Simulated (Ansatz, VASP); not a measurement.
# KSr2O2F: VASP beside Ansatz

Aim: how closely do two programs agree when they are given the same cell, functional and k mesh? The cell is generated by rule, not measured, and may not be a known phase. The cell is taken from a series of runs on this material, whose earlier steps may have relaxed, scaled, displaced or heated it; both programs get it as it stands.

Method: plane waves, with VASP 6.6.1 beside it; relaxation of cell and atoms at LDA, in Ansatz 0.2.0.

The structure was built from a prototype and need not be the compound's stable phase.

## 1. Set-up

It takes space group I4/mmm (No. 139, tetragonal). Conventional cell: a = 3.576 Å, b = 3.576 Å, c = 15.454 Å, α = 90.00°, β = 90.00°, γ = 90.00°. Nearest to F lie 4 K at 2.53 Å and 2 Sr at 2.61 Å. K has 4 F at 2.53 Å and 2 O at 2.67 Å nearest. Nearest to O lie 5 Sr at 2.45 to 2.53 Å and 1 K at 2.67 Å. Sr has 5 O at 2.45 to 2.53 Å and 1 F at 2.61 Å nearest. Farther neighbours and most contacts between anions are not listed.

Coordinates:

```xyz
6
Lattice="2.5287 2.5287 0.0000 -2.5287 2.5287 0.0000 2.5287 0.0000 7.7270" Properties=species:S:1:pos:R:3 pbc="T T T"
F     0.0000    2.5287    5.1513
K     2.5287    2.5287    5.1513
O     0.0000    2.5287    0.0980
O     2.5287    2.5287    2.4777
Sr    2.5287    2.5287    0.0313
Sr    0.0000    2.5287    2.5444
```

## 2. VASP: relaxation of cell and atoms, LDA

The relaxed volume is the usual yardstick between codes: in a stiff, nearly cubic crystal its relative difference is about their pressure difference at one cell divided by the bulk modulus.

Lines of VASP's logs that name or quote its potential files are left out, and so is its time.

INCAR

```
SYSTEM = KSr2O2F
PREC = Accurate
ENCUT = 600
EDIFF = 1E-07
NELM = 120
ISMEAR = 0
SIGMA = 0.01
LREAL = .FALSE.
ALGO = Normal
GGA = CA
NBANDS = 30
LORBIT = 11
LWAVE = .FALSE.
LCHARG = .FALSE.
ISIF = 3
IBRION = 2
NSW = 80
EDIFFG = -0.005
LASPH = .TRUE.
GGA_COMPAT = .FALSE.
NELMIN = 4
EFERMI = MIDGAP
KPAR = 2
```

POSCAR

```
KSr2O2F
1.0
    2.5286920000      2.5286920000      0.0000000000
   -2.5286920000      2.5286920000      0.0000000000
    2.5286920000      0.0000000000      7.7270120000
F K O Sr
1 1 2 2
Direct
    0.1666666882      0.8333333118      0.6666666235
    0.6666666882      0.3333333118      0.6666666235
    0.4936595155      0.5063404845      0.0126809690
    0.8396738610      0.1603261390      0.3206522780
    0.9979746375      0.0020253625      0.0040507249
    0.3353587389      0.6646412611      0.3292825221
```

KPOINTS

```
Automatic mesh
0
Gamma
8 8 8
0 0 0
```

Potentials, in the order of the species: F, K_sv, O and Sr_sv (LDA family, release 64).

Command:

```bash
> mpirun -np 2 vasp_std
```

Numbers of over 12 decimals in the logs are rounded to 6 here.

Output:

```text
[banner, memory and clock lines left out]
running    2 mpi-ranks, on    1 nodes
 distrk:  each k-point on    1 cores,    2 groups
 distr:  one band on    1 cores,    1 groups

 POSCAR found type information on POSCAR F K O Sr
 POSCAR found :  4 types and       6 ions
 LDA part: xc-table for (Slater(with rela. corr.)+CA(PZ))
 , standard interpolation
 POSCAR, INCAR and KPOINTS ok, starting setup
 FFT: planning ... GRIDC
 FFT: planning ... GRID_SOFT
 FFT: planning ... GRID
 WAVECAR not read
 entering main loop
       N       E                     dE             d eps       ncg     rms          rms(c)
DAV:   1     0.395306896388E+03    0.39531E+03   -0.27672E+04  3540   0.175E+03
DAV:   2    -0.152098026815E+02   -0.41052E+03   -0.39376E+03  4630   0.416E+02
DAV:   3    -0.397198591048E+02   -0.24510E+02   -0.24370E+02  4592   0.950E+01
DAV:   4    -0.415866197865E+02   -0.18668E+01   -0.18634E+01  5984   0.191E+01
DAV:   5    -0.416092850981E+02   -0.22665E-01   -0.22663E-01  4284   0.232E+00    0.275E+01
DAV:   6    -0.360138557087E+02    0.55954E+01   -0.31424E+01  3900   0.283E+01    0.332E+01
DAV:   7    -0.359235092106E+02    0.90346E-01   -0.24734E+00  4662   0.791E+00    0.231E+01
DAV:   8    -0.356656371832E+02    0.25787E+00   -0.15229E+00  4044   0.659E+00    0.523E+00
DAV:   9    -0.355836733799E+02    0.81964E-01   -0.27791E-01  4288   0.298E+00    0.132E+00
DAV:  10    -0.355849884597E+02   -0.13151E-02   -0.29893E-02  4688   0.900E-01    0.382E-01
DAV:  11    -0.355839498460E+02    0.10386E-02   -0.24554E-03  5146   0.308E-01    0.121E-01
DAV:  12    -0.355838141410E+02    0.13571E-03   -0.74394E-04  4578   0.142E-01    0.696E-02
DAV:  13    -0.355837829356E+02    0.31205E-04   -0.12299E-04  4810   0.645E-02    0.466E-02
DAV:  14    -0.355837743598E+02    0.85757E-05   -0.21279E-05  4724   0.297E-02    0.217E-02
DAV:  15    -0.355837732428E+02    0.11170E-05   -0.65589E-06  5176   0.127E-02    0.514E-03
DAV:  16    -0.355837731829E+02    0.59924E-07   -0.69282E-07  4722   0.439E-03
   1 F= -.35583773E+02 E0= -.35583773E+02  d E =-.355838E+02
[...]
2 F= -.35584899E+02 E0= -.35584899E+02  d E =-.112614E-02
[...]
3 F= -.35584996E+02 E0= -.35584996E+02  d E =-.122292E-02
[...]
4 F= -.35584996E+02 E0= -.35584996E+02  d E =-.122248E-02
[...]
5 F= -.35585005E+02 E0= -.35585005E+02  d E =-.889546E-05
 trial-energy change:   -0.000009  1 .order   -0.000009   -0.000011   -0.000007
 step:   2.7231(harm=  2.7231)  dis= 0.00130  next Energy=   -35.585011 (dE=-0.156E-04)
 bond charge predicted
       N       E                     dE             d eps       ncg     rms          rms(c)
DAV:   1    -0.355850158528E+02   -0.11250E-04   -0.87060E-03  3552   0.495E-01    0.346E-02
DAV:   2    -0.355850177697E+02   -0.19169E-05   -0.15798E-04  4104   0.656E-02    0.178E-02
DAV:   3    -0.355850120846E+02    0.56852E-05   -0.74213E-06  4592   0.184E-02    0.620E-03
DAV:   4    -0.355850110142E+02    0.10704E-05   -0.21051E-06  4424   0.890E-03    0.350E-03
DAV:   5    -0.355850108332E+02    0.18101E-06   -0.35228E-07  3990   0.376E-03    0.118E-03
DAV:   6    -0.355850108226E+02    0.10591E-07   -0.53368E-08  2724   0.144E-03
   6 F= -.35585011E+02 E0= -.35585011E+02  d E =-.151637E-04
 curvature:  -1.36 expect dE=-0.377E-05 dE for cont linesearch -0.399E-09
 trial: gam= 0.22931 g(F)=  0.235E-05 g(S)=  0.425E-06 ort = 0.580E-07 (trialstep = 0.131E+01)
 search vector abs. value=  0.340E-05
 reached required accuracy - stopping structural energy minimisation
```

From OUTCAR (step 2):

```text
ion  position               nearest neighbor table
   1  0.167  0.833  0.667-   2 2.53   2 2.53   2 2.53   2 2.53   6 2.61   5 2.61
   2  0.667  0.333  0.667-   1 2.53   1 2.53   1 2.53   1 2.53   4 2.67   3 2.67   5 3.63   6 3.63
                             6 3.63   5 3.63   5 3.63   6 3.63   6 3.63   5 3.63
   3  0.494  0.506  0.013-   6 2.45   5 2.53   5 2.53   5 2.53   5 2.53   2 2.67
   4  0.840  0.160  0.321-   5 2.45   6 2.53   6 2.53   6 2.53   6 2.53   2 2.67
   5  0.998  0.002  0.004-   4 2.45   3 2.53   3 2.53   3 2.53   3 2.53   1 2.61   6 3.57   6 3.57
                             6 3.57   6 3.57   2 3.63   2 3.63   2 3.63   2 3.63
   6  0.335  0.665  0.329-   3 2.45   4 2.53   4 2.53   4 2.53   4 2.53   1 2.61   5 3.57   5 3.57
                             5 3.57   5 3.57   2 3.63   2 3.63   2 3.63   2 3.63

  LATTYP: Found a body centered tetragonal cell.
 ALAT       =     3.5761105215
 C/A-ratio  =     4.3214615173

 Subroutine GETGRP returns: Found 16 space group operations
 (whereof  8 operations were pure point group operations)

The static configuration has the point symmetry C_4v.
 The point group associated with its full space group is D_4h.

 Found     59 irreducible k-points:

   k-points           NKPTS =     59   k-points in BZ     NKDIM =     59   number of bands    NBANDS=     30

   dimension x,y,z NGX =    30 NGY =   30 NGZ =   70
   dimension x,y,z NGXF=    60 NGYF=   60 NGZF=  140

   ENCUT  =  600.0 eV  44.10 Ry    6.64 a.u.   7.14  7.14 16.24*2*pi/ulx,y,z

   NELECT =      48.0000    total number of electrons

 k-points in reciprocal lattice and weights: Automatic mesh
   0.00000000  0.00000000  0.00000000       0.002
   0.12500000  0.00000000  0.00000000       0.016
   0.25000000  0.00000000  0.00000000       0.016
   0.37500000  0.00000000 -0.00000000       0.016
   0.50000000  0.00000000  0.00000000       0.008
   0.12500000  0.12500000  0.00000000       0.008
   0.25000000  0.12500000  0.00000000       0.031
   0.37500000  0.12500000 -0.00000000       0.031
   0.50000000  0.12500000 -0.00000000       0.031
[...]
-0.12500000  0.12500000  0.37500000       0.008
   0.00000000  0.00000000  0.50000000       0.002

 average (electrostatic) potential at core
       1 -77.2127       2 -33.7834       3 -72.0407       4 -72.0407       5 -36.5587
       6 -36.5587

 E-fermi :   2.8834

 k-point     1 :       0.0000    0.0000    0.0000
  band No.  band energies     occupation
    ...
     20       0.7912      2.00000
     21       1.1057      2.00000
     22       1.1057      2.00000
     23       1.2151      2.00000
     24       1.2151      2.00000
     25       4.7348      0.00000
     26       4.7657      0.00000
     27       5.6183      0.00000
     28       7.7527      0.00000
     29       7.7626      0.00000
    ...

 k-point     2 :       0.1250    0.0000    0.0000
  band No.  band energies     occupation
    ...
     20       0.6100      2.00000
     21       0.8477      2.00000
     22       0.9175      2.00000
     23       0.9342      2.00000
     24       1.0190      2.00000
     25       5.1572      0.00000
     26       5.1792      0.00000
     27       5.9752      0.00000
     28       7.5503      0.00000
     29       7.9125      0.00000
    ...

 k-point     3 :       0.2500    0.0000    0.0000
  band No.  band energies     occupation
    ...
     20       0.0446      2.00000
     21       0.3326      2.00000
     22       0.5469      2.00000
     23       0.5900      2.00000
     24       0.7253      2.00000
     25       6.0735      0.00000
     26       6.2386      0.00000
     27       6.8442      0.00000
     28       7.2398      0.00000
     29       8.2591      0.00000
    ...

  Total        0.0010796      0.0010796      0.0071061      0.0000000     -0.0000000     -0.0000000
  in kB        0.0173948      0.0173948      0.1144933      0.0000000     -0.0000000     -0.0000000
  external PRESSURE =       0.0497610 kB  Pullay stress =       0.0000000 kB

  energy-cutoff  :      600.00
  volume of cell :       99.44
      direct lattice vectors                 reciprocal lattice vectors
     2.534722768  2.534722768  0.000000000     0.197260231  0.197260231 -0.064609565
    -2.534722768  2.534722768  0.000000000    -0.197260231  0.197260231  0.064609565
     2.534722768 -0.000000000  7.738792252     0.000000000  0.000000000  0.129219130

 POSITION                                       TOTAL-FORCE (eV/Angst)
 -----------------------------------------------------------------------------------
     -0.00000      2.53472      5.15919         0.000000     -0.000000      0.000000
      2.53472      2.53472      5.15919        -0.000000      0.000000      0.000000
     -0.00000      2.53472      0.09605         0.000000      0.000000     -0.001271
      2.53472      2.53472      2.48355        -0.000000      0.000000      0.001271
      2.53472      2.53472      0.03009        -0.000000      0.000000     -0.004764
     -0.00000      2.53472      2.54951         0.000000      0.000000      0.004764
 -----------------------------------------------------------------------------------
    total drift:                               -0.000007      0.000000      0.000008

  FREE ENERGIE OF THE ION-ELECTRON SYSTEM (eV)
  ---------------------------------------------------
  free  energy   TOTEN  =       -35.5850108226 eV

  energy  without entropy=      -35.5850108226  energy(sigma->0) =      -35.58501082

 reached required accuracy - stopping structural energy minimisation

 total charge
# of ion       s       p       d       tot
------------------------------------------
    1        1.720   4.350   0.000   6.071
    2        1.966   5.587   0.057   7.609
    3        1.539   3.409   0.000   4.948
    4        1.539   3.409   0.000   4.948
    5        2.018   5.807   0.278   8.103
    6        2.018   5.807   0.278   8.103
--------------------------------------------------
tot         10.800  28.371   0.612  39.783

[... 3 further parts left out ...]
```

CONTCAR:

```
KSr2O2F
   1.00000000000000
     2.5347227679850843    2.5347227679850843    0.0000000000000000
    -2.5347227679850843    2.5347227679850843    0.0000000000000000
     2.5347227679850843   -0.0000000000000000    7.7387922515584702
  F               K               O               Sr
     1     1     2     2
Direct
     0.1666666882000030    0.8333333117999970    0.6666666234999994
     0.6666666882000030    0.3333333117999970    0.6666666234999994
     0.4937944438966962    0.5062055561033039    0.0124111122066075
     0.8395389326033045    0.1604610673966956    0.3209221347933913
     0.9980561028792008    0.0019438971207993    0.0038877941415969
     0.3352772735207981    0.6647227264792019    0.3294454528584019
```

The run keeps the 16 symmetry operations of its start, so it cannot find a distortion of lower symmetry.

[end of part 1 of 2]

[Lines on the potential files, build, host, timing and source positions are cut from VASP's logs without a mark.]

[Logs are printed without paths, hosts, clocks, repeated set-up lines and the standing remarks that a program may print on its own settings, such as how far it seeks lower states.]

[Hosts, paths, dates, database ids (printed as entryN), source tags and the programs' standing remarks are cut or masked in the printed files.]
